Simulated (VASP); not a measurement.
OSZICAR of a VASP run on Te (trig):

OSZICAR:
```
       N       E                     dE             d eps       ncg     rms          rms(c)
DAV:   1     0.712075720246E+02    0.71208E+02   -0.57331E+03   442   0.896E+02
DAV:   2    -0.422639742060E+01   -0.75434E+02   -0.72459E+02   614   0.148E+02
DAV:   3    -0.934409167125E+01   -0.51177E+01   -0.50841E+01   497   0.432E+01
DAV:   4    -0.944431646564E+01   -0.10022E+00   -0.10018E+00   592   0.736E+00
DAV:   5    -0.944550664912E+01   -0.11902E-02   -0.11902E-02   510   0.743E-01    0.114E+01
DAV:   6    -0.942842457286E+01    0.17082E-01   -0.20356E-02   467   0.968E-01    0.725E+00
DAV:   7    -0.942592710950E+01    0.24975E-02   -0.44294E-02   457   0.146E+00    0.312E-01
DAV:   8    -0.942520861117E+01    0.71850E-03   -0.78637E-03   442   0.562E-01    0.147E-01
DAV:   9    -0.942525348163E+01   -0.44870E-04   -0.21778E-04   570   0.115E-01    0.883E-02
DAV:  10    -0.942528942318E+01   -0.35942E-04   -0.51365E-05   458   0.518E-02    0.187E-02
DAV:  11    -0.942528724786E+01    0.21753E-05   -0.10610E-05   462   0.213E-02    0.526E-03
DAV:  12    -0.942528760623E+01   -0.35837E-06   -0.84721E-07   251   0.671E-03
   1 F= -.94252876E+01 E0= -.94252876E+01  d E =-.942529E+01
       N       E                     dE             d eps       ncg     rms          rms(c)
DAV:   1    -0.942671607642E+01   -0.14288E-02   -0.30229E-02   442   0.882E-01    0.151E-01
DAV:   2    -0.942613499608E+01    0.58108E-03   -0.94694E-04   457   0.197E-01    0.888E-02
DAV:   3    -0.942590432649E+01    0.23067E-03   -0.36099E-04   472   0.982E-02    0.393E-02
DAV:   4    -0.942587863871E+01    0.25688E-04   -0.66189E-05   505   0.417E-02    0.654E-02
DAV:   5    -0.942587797162E+01    0.66709E-06   -0.47120E-06   457   0.149E-02
   2 F= -.94258780E+01 E0= -.94258780E+01  d E =-.590365E-03
       N       E                     dE             d eps       ncg     rms          rms(c)
DAV:   1    -0.942614307760E+01   -0.26444E-03   -0.66383E-03   442   0.413E-01    0.718E-02
DAV:   2    -0.942601492461E+01    0.12815E-03   -0.20745E-04   457   0.921E-02    0.404E-02
DAV:   3    -0.942596531657E+01    0.49608E-04   -0.79771E-05   477   0.462E-02    0.194E-02
DAV:   4    -0.942596031311E+01    0.50035E-05   -0.14706E-05   500   0.197E-02    0.312E-02
DAV:   5    -0.942596011448E+01    0.19862E-06   -0.89955E-07   246   0.715E-03
   3 F= -.94259601E+01 E0= -.94259601E+01  d E =-.672508E-03
       N       E                     dE             d eps       ncg     rms          rms(c)
DAV:   1    -0.942646361270E+01   -0.50330E-03   -0.17737E-02   447   0.700E-01    0.147E-01
DAV:   2    -0.942641071931E+01    0.52893E-04   -0.41919E-04   477   0.133E-01    0.405E-02
DAV:   3    -0.942638945823E+01    0.21261E-04   -0.30275E-05   517   0.363E-02    0.300E-02
DAV:   4    -0.942638398344E+01    0.54748E-05   -0.22317E-05   457   0.301E-02    0.646E-03
DAV:   5    -0.942638446510E+01   -0.48166E-06   -0.25115E-06   373   0.967E-03
   4 F= -.94263845E+01 E0= -.94263845E+01  d E =-.424351E-03
       N       E                     dE             d eps       ncg     rms          rms(c)
DAV:   1    -0.942691803293E+01   -0.53405E-03   -0.55801E-02   447   0.124E+00    0.265E-01
DAV:   2    -0.942675488671E+01    0.16315E-03   -0.13146E-03   487   0.236E-01    0.700E-02
DAV:   3    -0.942668885914E+01    0.66028E-04   -0.96076E-05   507   0.646E-02    0.509E-02
DAV:   4    -0.942667379293E+01    0.15066E-04   -0.69503E-05   457   0.532E-02    0.115E-02
DAV:   5    -0.942667530985E+01   -0.15169E-05   -0.78844E-06   462   0.170E-02    0.776E-03
DAV:   6    -0.942667545099E+01   -0.14114E-06   -0.16104E-07   226   0.347E-03
   5 F= -.94266755E+01 E0= -.94266755E+01  d E =-.715337E-03
```

Q: Which electronic solver shows in the log?

A: It is blocked Davidson (ALGO = Normal, or the opening steps of other solvers). The INCAR had ALGO = Normal.

Q: Can the final energy be trusted as converged?

A: Self-consistency was reached. It stopped with EDIFF = 1E-6, NELM = 100, NSW = 60 and EDIFFG = -0.02 after 5 ionic steps (PBE GGA, plane waves, VASP's PBE PAW potentials (set 64)).

The compound is Te in the trig structure. This run relaxes it. Symmetry was kept, so distortions that lower it aren't found. The start is the result of an earlier pass.
